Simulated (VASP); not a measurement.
Input:

```yaml
crystal:
  lattice:
    - [-1.62800, 1.62800, 1.62800]
    - [1.62800, -1.62800, 1.62800]
    - [1.62800, 1.62800, -1.62800]
  atoms:
    - { symbol: Ta, position: [0.00000, 0.00000, 0.00000] }
```

The numbers are results of vdW-DF-cx, VASP's PBE PAW potentials (set 64) (plane waves; VASP 6.6.1), not measurements. Numerical set-up: 520 eV cut-off, 16×16×16 Γ-centred mesh, first-order Methfessel-Paxton smearing of 0.10 eV, potentials Ta_pv.

Task: Give the stress tensor in GPa (positive for a compressed cell).

Result: 
```
6.36  0.00  0.00
0.00  6.36  0.00
0.00  0.00  6.36
```
The pressure is its mean diagonal, 6.36 GPa.

The compound is Ta in the bcc structure. This cell is one point of a volume scan, at 0.97 of the reference volume.
